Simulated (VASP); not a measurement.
VASP ran on this input.

INCAR:
```
# general
SYSTEM   = CsI
PREC     = Accurate
ENCUT    = 520   # plane-wave cut-off (eV)
LREAL    = .False.   # projection in real space or not
LASPH    = .True.   # aspherical one-centre terms

# electronic loop
EDIFF    = 1E-7
NELM     = 100   # most electronic steps
ALGO     = Normal
LMAXMIX  = 4
LMIXTAU  = .True.

# smearing
ISMEAR   = 0
SIGMA    = 0.05

# functional
METAGGA  = R2SCAN
LUSE_VDW = .True.
BPARAM   = 11.95
CPARAM   = 0.0093

# ions
ISIF     = 2   # forces and stress, cell fixed

# output
LWAVE    = .False.
LCHARG   = .False.
```

**KPOINTS**
```
Regular mesh
0
Gamma
6 6 6
```

**POSCAR**
```
CsI
1
    4.4539900795     0.0000000000     0.0000000000
    0.0000000000     4.4539900795     0.0000000000
    0.0000000000     0.0000000000     4.4539900795
Cs I
1 1
Direct
  0.0000000000   0.0000000000   0.0000000000
  0.5000000000   0.5000000000   0.5000000000
```

POTCAR, in this order: Cs_sv I (PBE.64 set). Program: vasp_std.

Translate this r2SCAN+rVV10 calculation to Ansatz.

One equivalent input (not run):
Ansatz 0.2 input:
```yaml
crystal:
  lattice:
    - [4.4539901, 0.0000000, 0.0000000]
    - [0.0000000, 4.4539901, 0.0000000]
    - [0.0000000, 0.0000000, 4.4539901]
  atoms:
    - { symbol: Cs, position: [0.0000000, 0.0000000, 0.0000000] }
    - { symbol: I, position: [0.5000000, 0.5000000, 0.5000000] }
kpoints:
  mp_grid: { grid: [6, 6, 6] }
hamiltonian:
  xc: r2scan
  dispersion: rvv10
  pseudopotentials: { kind: paw }
scf:
  occupations: { method: gaussian, width: 0.05 }
  max_iter: 100
output: { forces: true, stress: true, eigenvalues: true }
```
What does not carry over: each code has its own PAW files, so the cut-off isn't converted (ENCUT is set for VASP's; basis.ecutwfc is left out, and Ansatz then takes the one that its files recommend); Ansatz stops its SCF on the density residual and VASP on the energy change (EDIFF).

The compound is CsI in the CsCl type structure. This cell is one point of a volume scan, at 0.94 of the reference volume.
